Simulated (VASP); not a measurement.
Runs of VASP 6.6.1 on BN. It takes space group F-43m (No. 216, cubic). The conventional cell has a = 3.615 Å, b = 3.615 Å, c = 3.615 Å, α = 90.00°, β = 90.00°, γ = 90.00°. B (site symmetry -43m) has 4 N at 1.57 Å as nearest neighbours. N (site symmetry -43m) has 4 B at 1.57 Å as nearest neighbours. 

```csv
level,k mesh,grid for exact exchange (PRECFOCK),screening parameter,gap on the mesh (eV),pressure (GPa)
HSE06,8 × 8 × 8,Fast,0.2 1/A,5.80,(b)
PBE,10 × 10 × 10,-,-,4.46,(a)
TB-mBJ,10 × 10 × 10,-,-,5.79,-
r2SCAN,10 × 10 × 10,-,-,4.98,-0.6
```

Alike in all rows: task single point; potentials or basis VASP PAW PBE potentials, release 64 (B, N); no spin polarisation; cell as given; cutoff (eV) 520; smearing fermi-dirac 0.05 eV.

**Question.** Estimate the missing entries.

**Answer.** (a) 3.3; (b) -5.7.

Caveats: the PAW data sets were made with another functional, which shifts forces and pressure a little (some runs).

A k mesh can miss the band edges.
